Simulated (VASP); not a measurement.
**Rb3Ba: energy against volume and a worked fit**

It takes space group Fm-3m (No. 225, cubic). Conventional cell: a = 11.029 Å, b = 11.029 Å, c = 11.029 Å, α = 90.00°, β = 90.00°, γ = 90.00°.

The cell comes from a database or a generator and needn't be the stable form of this composition.

The cell was scaled at fixed shape and fractions and run with VASP, PBE PAW files Ba_sv, Rb_sv, 520 eV; PBE, k mesh 4 × 4 × 4 on the cell of 4 atoms, fermi-dirac occupations of 0.05 eV, no spin polarisation, no spin-orbit coupling. Energies are those that the program minimises, any entropy of the smearing included. For a metal such a mesh isn't converged to the digits shown.

| V (Å³/atom) | energy over the lowest row (meV/atom) |
| --- | --- |
| 78.8133 | 4.638 |
| 80.4902 | ? |
| 82.1671 | 0.638 |
| 83.8440 | 0.000 |
| 85.5209 | 0.163 |
| 87.1977 | 1.062 |
| 88.8746 | 2.636 |

Fit the third-order Birch-Murnaghan form, give V0, B0 and B′, and predict the energy left open.

With y = (V0/V)^(2/3), E = E0 + (9 V0 B0/16) [(y - 1)³ B′ + (y - 1)² (6 - 4y)]. Least squares through the rows shown give V0 = 84.3216 Å³/atom, E0 = -0.033 meV, B0 = 3.763 GPa (1 eV/Å³ = 160.218 GPa) and B′ = 3.47, with a largest miss of 0.001 meV. At V = 80.4902 the form with these constants gives 2.158 meV; the run gave 2.158 meV an atom.
